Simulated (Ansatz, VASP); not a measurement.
# Cross-check of H3SeF between VASP and Ansatz, part 2 of 2

Aim: how closely do two programs agree when they are given the same cell, functional and k mesh? The cell is invented: As first built, before any earlier steps moved the atoms (in the runner's words): F for Cl, Se for O in the H3ClO structure of space group R3m. It may not be a known or stable phase. The cell is taken from a series of runs on this material, whose earlier steps may have relaxed, scaled, displaced or heated it; both programs get it as it stands.

VASP 6.6.1 and Ansatz 0.2.0.

So far. Step 5 (VASP: single point, r2SCAN, pair 2): The run ends at a pressure of 0.01 GPa, with forces up to 0.042 eV/Å.

**6. Ansatz: single point, r2SCAN, pair 2**

Level of this step: Ansatz beside VASP: Kohn-Sham DFT, plane waves, r2SCAN (Ansatz).

The same cell, functional and mesh now go to Ansatz, which takes its cutoff from its data sets.

The cell is taken from a series of runs on this material, whose earlier steps may have relaxed, scaled, displaced or heated it; both programs get it as it stands.

input.yaml

```yaml
crystal:
  lattice:
    - [4.69872748, 0.0, 0.0]
    - [2.34936374, 4.069217363, 0.0]
    - [2.34936374, 1.356405788, 3.259099304]
  atoms:
    - { symbol: H, position: [0.7593930025, 0.7593930025, 0.2118209576] }
    - { symbol: H, position: [0.2693930374, 0.7593930025, 0.2118209576] }
    - { symbol: H, position: [0.7593930025, 0.2693930374, 0.2118209576] }
    - { symbol: F, position: [0.9927987748, 0.9927987748, 0.0216036756] }
    - { symbol: Se, position: [0.5150211828, 0.5150211828, 0.4549364516] }
kpoints:
  mp_grid: { grid: [8, 8, 8] }
scf:
  occupations: { method: fixed }
hamiltonian:
  xc: r2scan
output:
  eigenvalues: true
  transmission:
    leads: [[0, 0]]
    kpoints: [[0.0, 0.0], [-0.5, -0.5], [0.5, 0.0]]
    e_range: [-1.0, 6.95]
    de: 0.13
```

Run with:

```
$ ansatz run input.yaml --threads 2 --pin off --max-ram 4096MiB --backend cpu --events-out ev --progress --plain --runs-dir out
```

Numbers of over 12 decimals in the logs are rounded to 6 here.

The log of the run:

```text
[...]
Crystal: 5 atoms, lattice volume = 62.314 Å³
Basis set: ecut = 500 eV, 1613 PW (Γ), exchange–correlation on 144×144×128 points (64 copies of the dense FFT grid, shifted against one another)
Bands: 18, of which v1, the nominal top of the filled ones, is band 13 counted from 1 (12 counted from 0)
Symmetry: 6 space group operations
[...]
k-points: 65 of 512 (time reversal used)
[...]
crystal 0  : F1H3Se1, at the sites [0, 0], period 3.2591 Å: whole cells are its period
    offset         : up to 0.0000 Å between an atom of the period and one for which it stands
    channels       : 0.000000e0 a spin
    conductance    : none, the energies end too early or step too widely for 300 K: set another output.transmission.e_range or a lower de, or, where they end at an eighth of basis.ecutwfc, a higher one
    slowest decay  : 0.4014 /Å at (0.0000, 0.0000)
[key lines of the parts left out:]
SCF converged after 8 iterations
Free energy (F): -6335.478521 eV
Fermi energy:    0.069803 eV
```

**7. Differences**

What differs besides the data sets and the points named for the pairs above, as far as they apply: the data sets hold 26 valence electrons in Ansatz (on its default PAW (the set named soft_2) files) and 16 in VASP. Total energies have different zeros and are not compared.

Compared:

```
              quantity  Ansatz   VASP  difference
gap on the k mesh (eV)   5.948  5.934      +0.013
```

A gap on the mesh is an upper bound, since the band edges may lie between its points.

**8. Ansatz: single point, r2SCAN, pair 3**

With cell and atoms fixed, the geometry can't cause a difference; cores, projectors, grids and the points listed under the comparison can.

The cell is taken from a series of runs on this material, whose earlier steps may have relaxed, scaled, displaced or heated it; both programs get it as it stands.

input.yaml

```yaml
crystal:
  lattice:
    - [4.240409758, 0.0, 0.0]
    - [-0.966171962, 6.255048089, 0.0]
    - [1.637118898, 3.127524044, 2.34936374]
  atoms:
    - { symbol: H, position: [0.481213995, 0.2406069975, 0.4899999651] }
    - { symbol: H, position: [0.9712139601, 0.2406069975, 0.0] }
    - { symbol: H, position: [0.9712139601, 0.7306069626, 0.5100000349] }
    - { symbol: F, position: [0.0144024504, 0.0072012252, 0.0] }
    - { symbol: Se, position: [0.9699576344, 0.4849788172, 0.0] }
kpoints:
  mp_grid: { grid: [10, 10, 10] }
scf:
  occupations: { method: fixed }
hamiltonian:
  xc: r2scan
output:
  eigenvalues: true
  transmission:
    leads: [[0, 0]]
    kpoints: [[0.0, 0.0], [-0.5, 0.0]]
    e_range: [-1.0, 6.95]
    de: 0.16
```

The log of the run:

```text
[...]
Crystal: 5 atoms, lattice volume = 62.314 Å³
Basis set: ecut = 500 eV, 1613 PW (Γ), exchange–correlation on 128×192×128 points (64 copies of the dense FFT grid, shifted against one another)
Bands: 18, of which v1, the nominal top of the filled ones, is band 13 counted from 1 (12 counted from 0)
Symmetry: 6 space group operations
[...]
k-points: 116 of 1000 (time reversal used)
[...]
k-point 115: bands = [... 9 lower, -2.2599, -1.9107, -1.1833, -1.1833, 7.8361, 8.1661, 8.1661, 12.0262, ... 1 higher]
--- Transmission ---
  basis      : 275 plane waves across, 4 finite elements along
  points     : 2, as listed
[...]
crystal 0  : F1H3Se1, at the sites [0, 0], period 2.3494 Å: whole cells are its period
[...]
channels       : 0.000000e0 a spin
[...]
slowest decay  : 0.4072 /Å at (0.0000, 0.0000)
[key lines of the parts left out:]
SCF converged after 8 iterations
Free energy (F): -6335.478527 eV
Fermi energy:    0.069804 eV
```

**9. VASP: single point, r2SCAN, pair 3**

The same cell, functional and mesh now go to VASP, with its own data sets.

INCAR

```
SYSTEM = H3SeF
PREC = Accurate
ENCUT = 580
EDIFF = 1E-06
NELM = 120
ISMEAR = 0
SIGMA = 0.01
LREAL = .FALSE.
ALGO = Normal
METAGGA = R2SCAN
LASPH = .TRUE.
NBANDS = 14
LORBIT = 11
LWAVE = .FALSE.
LCHARG = .FALSE.
ISIF = 2
GGA_COMPAT = .FALSE.
EFERMI = MIDGAP
LMIXTAU = .TRUE.
KPAR = 2
```

POSCAR

```
H3SeF
1.0
    4.2404097580      0.0000000000      0.0000000000
   -0.9661719620      6.2550480890      0.0000000000
    1.6371188980      3.1275240440      2.3493637400
H F Se
3 1 1
Direct
    0.4812139950      0.2406069975      0.4899999651
    0.9712139601      0.2406069975      0.0000000000
    0.9712139601      0.7306069626      0.5100000349
    0.0144024504      0.0072012252      0.0000000000
    0.9699576344      0.4849788172      0.0000000000
```

KPOINTS

```
Automatic mesh
0
Gamma
10 10 10
0 0 0
```

Potentials, in the order of the species: H, F and Se (PBE family, release 64).

Run with:

```
$ mpirun -np 2 vasp_std
```

The log of the run:

```text
[... set-up lines as in an earlier step ...]
 entering main loop
       N       E                     dE             d eps       ncg     rms          rms(c)
DAV:   1     0.508377599904E+02    0.50838E+02   -0.70765E+03  3248   0.106E+03
DAV:   2    -0.312425648658E+02   -0.82080E+02   -0.75374E+02  4602   0.195E+02
DAV:   3    -0.356106869671E+02   -0.43681E+01   -0.43457E+01  4010   0.480E+01
DAV:   4    -0.356327611230E+02   -0.22074E-01   -0.22070E-01  3806   0.379E+00
[...]
DAV:  14    -0.304491292744E+02   -0.12718E-02   -0.25656E-03  3332   0.669E-01    0.829E-02
DAV:  15    -0.304496750636E+02   -0.54579E-03   -0.25052E-04  4004   0.130E-01    0.634E-02
DAV:  16    -0.304496740638E+02    0.99989E-06   -0.23687E-06  3674   0.156E-02
   1 F= -.30449674E+02 E0= -.30449674E+02  d E =0.000000E+00
```

Parts of OUTCAR (step 9):

```text
  Total       -0.1931265     -0.1867020     -0.1722095     -0.0174109      0.0000000      0.0000000
  in kB       -4.9655077     -4.8003263     -4.4277067     -0.4476552      0.0000000      0.0000000
  external PRESSURE =      -4.7311802 kB  Pullay stress =       0.0000000 kB

 POSITION                                       TOTAL-FORCE (eV/Angst)
 -----------------------------------------------------------------------------------
      2.61026      3.03750      1.15119        -0.017198     -0.000300      0.018657
      3.88588      1.50501      0.00000         0.003475     -0.025137     -0.000000
      4.24738      6.16502      1.19818        -0.017198     -0.000300     -0.018657
      0.05411      0.04504      0.00000        -0.002113     -0.001759      0.000000
      3.64444      3.03357      0.00000         0.033033      0.027496     -0.000000
 -----------------------------------------------------------------------------------
    total drift:                               -0.006631     -0.005549      0.000000

  FREE ENERGIE OF THE ION-ELECTRON SYSTEM (eV)
  ---------------------------------------------------
  free  energy   TOTEN  =       -30.4496740638 eV

  energy  without entropy=      -30.4496740638  energy(sigma->0) =      -30.44967406

[... 3 further parts left out ...]
[key lines of the parts left out:]
E-fermi :   0.6893
```

The run ends at a pressure of -0.47 GPa, with forces up to 0.043 eV/Å.

**10. Comparison**

What differs besides the data sets and the points named for the pairs above, as far as they apply: the data sets hold 26 valence electrons in Ansatz (on its default PAW (the set named soft_2) files) and 16 in VASP. Total energies have different zeros and are not compared.

Compared:

```
              quantity  Ansatz   VASP  difference
gap on the k mesh (eV)   5.948  5.933      +0.014
```

A gap on the mesh is an upper bound, since the band edges may lie between its points.

**11. What came out**

- difference in gap on the k mesh (single point, r2SCAN, pair 1): 0.014 eV
- difference in gap on the k mesh (single point, r2SCAN, pair 2): 0.013 eV
- difference in gap on the k mesh (single point, r2SCAN, pair 3): 0.014 eV

What this shows: The difference in gap on the k mesh is 0.014 eV (single point, r2SCAN, pair 3), within the 0.08 eV picked in this series as the mark of a large difference. The data sets hold unlike numbers of valence electrons (26 in Ansatz and 16 in VASP), so part of the differences comes from the potentials. Such differences can come from data sets, numerical settings and the points named under the comparisons, not from the functional's error against experiment.

[Lines on the potential files, build, host, timing and source positions are cut from VASP's logs without a mark.]

[Logs are printed without paths, hosts, clocks, repeated set-up lines and the standing remarks that a program may print on its own settings, such as how far it seeks lower states.]

[Hosts, paths, dates, database ids (printed as entryN), source tags and the programs' standing remarks are cut or masked in the printed files.]
